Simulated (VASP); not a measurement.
The system is ZnSe.

```
CELL_PARAMETERS angstrom
0.00000 2.83380 2.83380
2.83380 0.00000 2.83380
2.83380 2.83380 0.00000
ATOMIC_POSITIONS crystal
Zn 0.00000 0.00000 0.00000
Se 0.25000 0.25000 0.25000
```

```yaml
Program: VASP 6.6.1
Task: relaxation of cell and atoms
Functional: PBE
Potentials_or_basis: VASP PAW PBE potentials, release 64 (Zn, Se)
Cutoff: 520 eV
k_mesh: 10 × 10 × 10
Occupations: gaussian, width 0.02 eV
Spin: no spin polarisation
```

At the start: pressure 2.4 GPa; volume 22.76 Å³/atom.

Task: Where does the relaxation end?

Result: Over 10 steps the energy falls by 6.2 meV/atom and the volume is 23.63 Å³/atom (+3.8 %); space group F-43m (No. 216, to 0.05 Å).

Step by step:
```
step  energy change (eV)  largest force (eV/Å)  pressure (GPa)  volume (Å³)
   1              0.0000                0.0000            2.38        45.51
   2             -0.0114                0.0000           -0.63        47.77
   3             -0.0124                0.0000            0.03        47.25
   4             -0.0124                0.0000           -0.02        47.28
   5             -0.0124                0.0000           -0.03        47.27
   6             -0.0124                0.0000            0.06        47.21
   7             -0.0124                0.0000            0.03        47.24
   8             -0.0124                0.0000            0.05        47.25
   9             -0.0124                0.0000            0.03        47.26
  10             -0.0124                0.0000            0.01        47.26
```

Final structure:
```
CELL_PARAMETERS angstrom
0.00000 2.86965 2.86965
2.86965 0.00000 2.86965
2.86965 2.86965 0.00000
ATOMIC_POSITIONS crystal
Zn 0.00000 0.00000 0.00000
Se 0.25000 0.25000 0.25000
```
